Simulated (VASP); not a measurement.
Runs of VASP 6.6.1 on Al. The structure is cubic, space group Fm-3m (No. 225). The conventional cell has a = 4.050 Å, b = 4.050 Å, c = 4.050 Å, α = 90.00°, β = 90.00°, γ = 90.00°. Al (site symmetry m-3m) is surrounded by 12 Al at 2.86 Å. 

```tsv
task	cell	gap on the mesh (eV)	pressure (GPa)
relaxation of cell and atoms	relaxed	none	0.0
single point	a relaxed cell with its volume scaled by 1.09	none	(a)
single point	Fm-3m, 16.65 Å³/atom	none	0.0
single point	a relaxed cell with its volume scaled by 1.03	none	-2.3
single point	a relaxed cell with its volume scaled by 0.91	none	9.6
single point	a relaxed cell with its volume scaled by 1.06	none	-4.2
single point	a relaxed cell with its volume scaled by 0.94	none	5.9
single point	a relaxed cell with its volume scaled by 0.97	none	(b)
```

Alike in all rows: level PBE; potentials or basis VASP PAW PBE potentials, release 64 (Al); no spin polarisation; k mesh 4 × 4 × 4; cutoff (eV) 520; smearing gaussian 0.1 eV; the mesh is coarse, so values aren't converged.

Problem. Estimate the missing entries.

Solution. (a) -5.8; (b) 2.7.

Caveats: all runs use coarse meshes.

A gap of «none» marks a metal or a gap under the smearing width.
